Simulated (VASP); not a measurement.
# Sr₂C (distorted antifluorite), LDA single-point calculation: Ansatz's output and VASP's

```yaml
crystal:
  lattice:
    - [0.01270, 3.37480, 3.28710]
    - [3.34360, 0.01090, 3.28890]
    - [3.26380, 3.29690, 0.09060]
  atoms:
    - { symbol: C, position: [0.00460, 0.97510, 0.98870] }
    - { symbol: Sr, position: [0.23390, 0.27390, 0.21950] }
    - { symbol: Sr, position: [0.75140, 0.71820, 0.78780] }
```

Ansatz printed

```
SCF 1 converged in 7 iterations: F = -7129.907475 eV  dr2 = 2.50e-8
  greatest PAW one-centre occupation: 0.987 electrons in one spin orbital (limit 2), on the Sr atom at site 2 (counted from 0), in its partial waves of l = 0
SCF converged after 7 iterations
Free energy (F): -7129.907475 eV
Harris-Foulkes:  -7129.907475 eV  (|F-HF|=4.68e-9)
Internal energy: -7129.906469 eV  (E = F + TS)
E sigma→0 (E₀):  -7129.906972 eV
Entropy (-TS):   -0.001006 eV (-0.335 meV/atom)
Fermi energy:    8.649298 eV
--- Per-component energies (eV) ---
  E_band       = -159.640664
  E_kinetic    = 576.809478
  E_local      = -1324.574873  (includes V_loc(G=0)·N_el)
  E_nonlocal   = 439.794541
  E_hartree    = 311.742941
  E_xc         = -390.613687
  E_vxc        = -382.641154  (∫ρ·V_xc dr)
  E_paw        = -5284.702036  (= ΣΔE_a)
  E_vpaw       = -92.514411  (= ΣTr[D̂ρ^β])
  E_aug_tail   = 0.000003  (compensation charges beyond the density's cutoff)
  E_ewald      = -1459.013941
  E_core_change = 0.651103  (= ΣΔE_core)
  E_smearing   = -0.001006  (= −TS)
  E_closure    = 0.000000  (closes the sum)
  Σ components = -7129.907475   (vs F -7129.907475, Δ=0.00e0)
--- Forces (eV/Å), atoms counted from 1 ---
  atom   1  C      0.27319151    -0.03738107     0.19729698
  atom   2  Sr    -0.12949376     0.72470499    -0.39889221
  atom   3  Sr    -0.14367899    -0.68732077     0.20159942
  max |Σ_I F_I| component: 1.88e-5 eV/Å
--- Stress (GPa, compression-positive) ---
       -1.914294      -0.135463       0.056601
       -0.135463      -1.715704       0.164787
        0.056601       0.164787      -0.025305
  P = ⅓ Tr σ = -1.2184 GPa (-12.184 kbar)
--- Band table (eV; the first three rows and the last of 112) ---
  k-point 0: bands = ["-26.5315", "-26.1375", "-8.9778", "-8.8412", "-8.7583", "-8.1057", "-8.0127", "-7.9679", "0.4207", "7.0115", "7.0337", "7.3055", "8.6992", "9.8594", "9.9470", "13.5778"]
  k-point 1: bands = ["-26.5093", "-26.1579", "-8.9504", "-8.8181", "-8.7329", "-8.1901", "-8.0785", "-8.0124", "0.5780", "6.8612", "7.2029", "7.2346", "9.8271", "10.0830", "10.2504", "12.9365"]
  k-point 2: bands = ["-26.4543", "-26.2094", "-8.8963", "-8.7457", "-8.6472", "-8.3778", "-8.2438", "-8.1023", "0.8621", "6.9083", "7.5564", "7.6941", "10.5209", "10.9497", "11.0289", "12.4926"]
  k-point 111: bands = ["-26.3686", "-26.2974", "-8.8777", "-8.7642", "-8.5228", "-8.4881", "-8.3110", "-8.1005", "1.0785", "6.9799", "7.9986", "8.1427", "10.5046", "10.8036", "11.8272", "12.3509"]
```

Datasets and cutoffs are each program's own. VASP's cell holds 24 valence electrons and Ansatz's 24. LDA means the Perdew–Zunger form with relativistic exchange in VASP and the Perdew–Wang form in Ansatz. Ansatz's stress includes a Pulay correction; VASP's doesn't.

Q: What does VASP give for the same cell and level of theory?

A: gap between bands v and c on the k mesh 0.03 eV; least direct gap on the k mesh 0.03 eV; pressure -0.9 GPa; largest force 0.85 eV/Å.

From OUTCAR

```
k-points           NKPTS =    112   k-points in BZ     NKDIM =    112   number of bands    NBANDS=     19

   NELECT =      24.0000    total number of electrons

   dimension x,y,z NGX =    36 NGY =   36 NGZ =   36
   dimension x,y,z NGXF=    72 NGYF=   72 NGZF=   72

  energy-cutoff  :      520.00
  volume of cell :       71.18
      direct lattice vectors                 reciprocal lattice vectors
     0.012700000  3.374800000  3.287100000    -0.152310878  0.146539892  0.154358407
     3.343600000  0.010900000  3.288900000     0.147946116 -0.150696757  0.154145751
     3.263800000  3.296900000  0.090600000     0.155420588  0.153811085 -0.158515254

 k-points in reciprocal lattice and weights: KPOINTS created by Atomic Simulation Env
   0.00000000  0.00000000  0.00000000       0.005
   0.16666667 -0.00000000 -0.00000000       0.009
   0.33333333  0.00000000  0.00000000       0.009
   0.50000000  0.00000000  0.00000000       0.005
   0.00000000  0.16666667 -0.00000000       0.009
   0.16666667  0.16666667 -0.00000000       0.009
   0.33333333  0.16666667 -0.00000000       0.009
   0.50000000  0.16666667  0.00000000       0.009
   ...

 E-fermi :   3.0845

 k-point     1 :       0.0000    0.0000    0.0000
  band No.  band energies     occupation
      1     -32.0415      2.00000
      2     -31.6435      2.00000
      3     -14.5624      2.00000
      4     -14.4239      2.00000
      5     -14.3412      2.00000
      6     -13.6893      2.00000
      7     -13.5943      2.00000
      8     -13.5519      2.00000
      9      -5.1408      2.00000
     10       1.4337      2.00000
     11       1.4558      2.00000
     12       1.7290      2.00000
     13       3.1632      0.03833
     14       4.2691      0.00000
     15       4.3567      0.00000
     16       8.0310      0.00000
     17       8.4086      0.00000
     18       8.5608      0.00000
     19      10.3131      0.00000

 k-point     2 :       0.1667   -0.0000   -0.0000
  band No.  band energies     occupation
      1     -32.0148      2.00000
      2     -31.6693      2.00000
      3     -14.5419      2.00000
      4     -14.4070      2.00000
      5     -14.3151      2.00000
      6     -13.7548      2.00000
      7     -13.6446      2.00000
      8     -13.6026      2.00000
      9      -4.9791      2.00000
     10       1.1778      2.00000
     11       1.6423      2.00000
     12       1.8001      2.00000
     13       4.1465      0.00000
     14       4.4698      0.00000
     15       4.7835      0.00000
     16       7.1518      0.00000
     17       8.1506      0.00000
     18       8.4126      0.00000
     19      10.0178      0.00000

 k-point     3 :       0.3333    0.0000    0.0000
  band No.  band energies     occupation
      1     -31.9431      2.00000
      2     -31.7393      2.00000
      3     -14.4945      2.00000
      4     -14.3633      2.00000
      5     -14.2352      2.00000
      6     -13.9342      2.00000
      7     -13.7721      2.00000
      8     -13.6658      2.00000
      9      -4.6810      2.00000
     10       1.1988      2.00000
     11       2.0449      2.00000
     12       2.1775      2.00000
     13       4.8795      0.00000
     14       5.4018      0.00000
     15       5.6580      0.00000
     16       6.7424      0.00000
     17       7.5323      0.00000
     18       7.6827      0.00000
     19       8.9034      0.00000

 k-point     4 :       0.5000    0.0000    0.0000
  band No.  band energies     occupation
      1     -31.8661      2.00000
      2     -31.8154      2.00000
      3     -14.4664      2.00000
      4     -14.3264      2.00000
      5     -14.1442      2.00000
      6     -14.0752      2.00000
      7     -13.8579      2.00000
      8     -13.6915      2.00000
      9      -4.5459      2.00000
     10       1.4160      2.00000
     11       2.2199      2.00000
     12       2.4780      2.00000
     13       5.0696      0.00000
     14       5.4441      0.00000
     15       6.3255      0.00000
     16       7.0275      0.00000
     17       7.0511      0.00000
     18       7.2292      0.00000
     19       8.3172      0.00000

 k-point     5 :       0.0000    0.1667   -0.0000
  band No.  band energies     occupation
      1     -32.0181      2.00000
      2     -31.6657      2.00000
      3     -14.5368      2.00000
      4     -14.4035      2.00000
      5     -14.3143      2.00000
      6     -13.7385      2.00000
      7     -13.6915      2.00000
      8     -13.5905      2.00000
      9      -4.9498      2.00000
     10       1.1526      2.00000
     11       1.6872      2.00000
     12       1.8495      2.00000
     13       4.1269      0.00000
     14       4.5551      0.00000
     15       4.6550      0.00000
     16       7.3344      0.00000
     17       7.9857      0.00000
     18       8.1367      0.00000
     19      10.2166      0.00000

 ...

  Total       -0.7277932     -0.6244245      0.1198175     -0.0705563      0.0742115      0.0521104
  in kB      -16.3807050    -14.0541496      2.6967766     -1.5880363      1.6703061      1.1728675
  external PRESSURE =      -9.2460260 kB  Pullay stress =       0.0000000 kB

 POSITION                                       TOTAL-FORCE (eV/Angst)
 -----------------------------------------------------------------------------------
      6.48732      3.28580      3.31170         0.285871     -0.038053      0.203486
      1.63519      1.51602      1.68957        -0.139340      0.730813     -0.403572
      4.98214      5.14095      4.90339        -0.146531     -0.692760      0.200087
 -----------------------------------------------------------------------------------
    total drift:                                0.000013     -0.000007     -0.000027

  FREE ENERGIE OF THE ION-ELECTRON SYSTEM (eV)
  ---------------------------------------------------
  free  energy   TOTEN  =       -12.1927965068 eV

  energy  without entropy=      -12.1918190718  energy(sigma->0) =      -12.19230779
```
